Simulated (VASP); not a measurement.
Computed with vdW-DF-cx, VASP's PBE PAW potentials (set 64) (plane waves; VASP).

VASP ran on this input.

### KPOINTS
```
kpoints
0
gamma
  11 11 11
0 0 0
```

File POSCAR:
```
HgTe
1
    0.0000000000     3.2726163244     3.2726163244
    3.2726163244     0.0000000000     3.2726163244
    3.2726163244     3.2726163244     0.0000000000
Hg Te
1 1
Direct
  0.0000000000   0.0000000000   0.0000000000
  0.2500000000   0.2500000000   0.2500000000
```

INCAR:
```
ALGO=Normal   ! blocked Davidson
LMAXMIX=6   ! l cut-off of mixed one-centre charges
LUSE_VDW=.TRUE.
NEDOS=601   ! DOS grid
EDIFF=1E-7
SYSTEM=HgTe
LCHARG=.TRUE.
GGA=CX
LORBIT=11   ! lm-projected
LWAVE=.FALSE.
ENCUT=520   ! plane-wave cut-off (eV)
AGGAC=0.0
ISIF=2   ! forces and stress, cell fixed
PREC=Accurate
LASPH=.TRUE.
ISMEAR=-5
LREAL=.FALSE.   ! projection in real space or not
NELM=100   ! most electronic steps
```

POTCAR, in this order: Hg Te (PBE.64 set). Program: vasp_std.

Output of the run:

### OSZICAR
```
       N       E                     dE             d eps       ncg     rms          rms(c)
DAV:   1     0.111676964253E+03    0.11168E+03   -0.80502E+03  1472   0.119E+03
DAV:   2     0.513571391888E+01   -0.10654E+03   -0.10161E+03  1561   0.264E+02
DAV:   3     0.722826378948E+00   -0.44129E+01   -0.43947E+01  1811   0.562E+01
DAV:   4     0.678702495270E+00   -0.44124E-01   -0.44117E-01  2005   0.510E+00
DAV:   5     0.678559949921E+00   -0.14255E-03   -0.14255E-03  1786   0.274E-01    0.724E+00
DAV:   6     0.886628521837E+00    0.20807E+00   -0.52188E-01  1656   0.105E+01    0.584E+00
DAV:   7     0.893112011845E+00    0.64835E-02   -0.10549E-01  1621   0.255E+00    0.219E+00
DAV:   8     0.894147078356E+00    0.10351E-02   -0.10210E-02  1516   0.137E+00    0.599E-01
DAV:   9     0.894196942265E+00    0.49864E-04   -0.85474E-04  1746   0.357E-01    0.115E-01
DAV:  10     0.894169407030E+00   -0.27535E-04   -0.96300E-05  1639   0.103E-01    0.519E-02
DAV:  11     0.894155385940E+00   -0.14021E-04   -0.32466E-05  1531   0.493E-02    0.288E-02
DAV:  12     0.894156607909E+00    0.12220E-05   -0.42263E-06  1701   0.194E-02    0.141E-02
DAV:  13     0.894156558767E+00   -0.49142E-07   -0.35292E-07  1581   0.456E-03
   1 F= 0.89415656E+00 E0= 0.89415656E+00  d E =0.000000E+00
```

**OUTCAR**
```
------------------------ aborting loop because EDIFF is reached ----------------------------------------
  FORCE on cell =-STRESS in cart. coord.  units (eV):
  Direction    XX          YY          ZZ          XY          YZ          ZX
  --------------------------------------------------------------------------------------
  Total       -0.0146956     -0.0146956     -0.0146956      0.0000000     -0.0000000      0.0000000
  in kB       -0.3358791     -0.3358791     -0.3358791      0.0000000     -0.0000000      0.0000000
  external PRESSURE =      -0.3358791 kB  Pullay stress =       0.0000000 kB
  volume of cell :       70.10
      direct lattice vectors                 reciprocal lattice vectors
     0.000000000  3.272616324  3.272616324    -0.152782957  0.152782957  0.152782957
     3.272616324  0.000000000  3.272616324     0.152782957 -0.152782957  0.152782957
     3.272616324  3.272616324  0.000000000     0.152782957  0.152782957 -0.152782957
 POSITION                                       TOTAL-FORCE (eV/Angst)
 -----------------------------------------------------------------------------------
      0.00000      0.00000      0.00000         0.000000     -0.000000     -0.000000
      1.63631      1.63631      1.63631        -0.000000      0.000000      0.000000
 -----------------------------------------------------------------------------------
    total drift:                               -0.000000     -0.000000     -0.000000
  FREE ENERGIE OF THE ION-ELECTRON SYSTEM (eV)
  ---------------------------------------------------
  free  energy   TOTEN  =         0.8941565588 eV

  energy  without entropy=        0.8941565588  energy(sigma->0) =        0.89415656

 total charge

# of ion       s       p       d       tot
------------------------------------------
    1        0.748   0.391   9.353  10.493
    2        1.373   1.951   0.029   3.353
--------------------------------------------------
tot          2.121   2.342   9.383  13.846
```
(Selected blocks of OUTCAR.)

### OUTCAR
```
 val. band max:        2.5943774399   @ k =   0.0000   0.0000   0.0000

 cond. band min:       2.5943774546   @ k =   0.0000   0.0000   0.0000


 Fermi energy:         2.5947255275

 k-point     1 :       0.0000    0.0000    0.0000
  band No.  band energies     occupation
      1      -9.1553      2.00000
      2      -4.5366      2.00000
      3      -4.5366      2.00000
      4      -4.5366      2.00000
      5      -4.0515      2.00000
      6      -4.0515      2.00000
      7       1.6956      2.00000
      8       2.5944      2.00000
      9       2.5944      2.00000
     10       2.5944      0.00000
     11       6.8521      0.00000
     12       6.8521      0.00000
     13       6.8521      0.00000

 k-point     2 :       0.0909    0.0000    0.0000
  band No.  band energies     occupation
      1      -9.1167      2.00000
      2      -4.5258      2.00000
      3      -4.5258      2.00000
      4      -4.5226      2.00000
      5      -4.0526      2.00000
      6      -4.0526      2.00000
      7       1.0667      2.00000
      8       2.5049      2.00000
      9       2.5049      2.00000
     10       3.0056     -0.00000
     11       6.7468      0.00000
     12       6.9748      0.00000
     13       6.9748      0.00000

 k-point     3 :       0.1818    0.0000    0.0000
  band No.  band energies     occupation
      1      -9.0102      2.00000
      2      -4.4979      2.00000
      3      -4.4979      2.00000
      4      -4.4690      2.00000
      5      -4.0540      2.00000
      6      -4.0540      2.00000
      7       0.0557      2.00000
      8       2.2843      2.00000
      9       2.2843      2.00000
     10       3.3415      0.00000
     11       6.9281      0.00000
     12       7.2548      0.00000
     13       7.2548      0.00000

 k-point     4 :       0.2727    0.0000    0.0000
  band No.  band energies     occupation
      1      -8.8643      2.00000
      2      -4.4644      2.00000
      3      -4.4644      2.00000
...
```

For a metal the tetrahedron method with Blöchl corrections gives inexact stress and forces. Unless said otherwise, spin-orbit coupling is left out, though it shifts the bands of the heavy elements here.

The compound is HgTe in the zinc blende structure. It was relaxed first.
